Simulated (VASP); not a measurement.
Input:

```xyz
1
Lattice="0.0000 1.9000 1.9000 1.9000 0.0000 1.9000 1.9000 1.9000 0.0000" Properties=species:S:1:pos:R:3 pbc="T T T"
Rh     0.0000     0.0000     0.0000
```

Calculation: AM05 GGA, VASP's PBE PAW potentials (set 64) (plane waves; VASP 6.6.1). Run with 520 eV cut-off, 15×15×15 Γ-centred mesh, first-order Methfessel-Paxton smearing of 0.10 eV, potentials Rh_pv.

Energy and stress use the plane-wave basis of the starting cell.

The ions, cell shape and volume are relaxed. Give the cell that the relaxation ends in.

```xyz
1
Lattice="0.0000 1.8858 1.8858 1.8858 0.0000 1.8858 1.8858 1.8858 0.0000" Properties=species:S:1:pos:R:3 pbc="T T T"
Rh     1.8858     3.7715     1.8858
```
Space group Fm-3m (225), at a tolerance of 0.03 Å.

How do energy and volume change from the first to the last step?

The energy (σ→0) changes by -6.1 meV/atom and the volume by -2.2 %, in 4 ionic steps.

```json
[
 {"step": "1", "E(σ→0) (eV)": "-7.8471", "max force (eV/Å)": "0.000", "pressure (GPa)": "-6.35", "volume (Å³)": "13.72"},
 {"step": "2", "E(σ→0) (eV)": "-7.8101", "max force (eV/Å)": "0.000", "pressure (GPa)": "19.76", "volume (Å³)": "12.67"},
 {"step": "3", "E(σ→0) (eV)": "-7.8533", "max force (eV/Å)": "0.000", "pressure (GPa)": "-0.15", "volume (Å³)": "13.42"},
 {"step": "4", "E(σ→0) (eV)": "-7.8533", "max force (eV/Å)": "0.000", "pressure (GPa)": "0.05", "volume (Å³)": "13.41"}
]
```

The compound is Rh in the fcc structure. This run relaxes it. Symmetry was kept, so distortions that lower it aren't found.
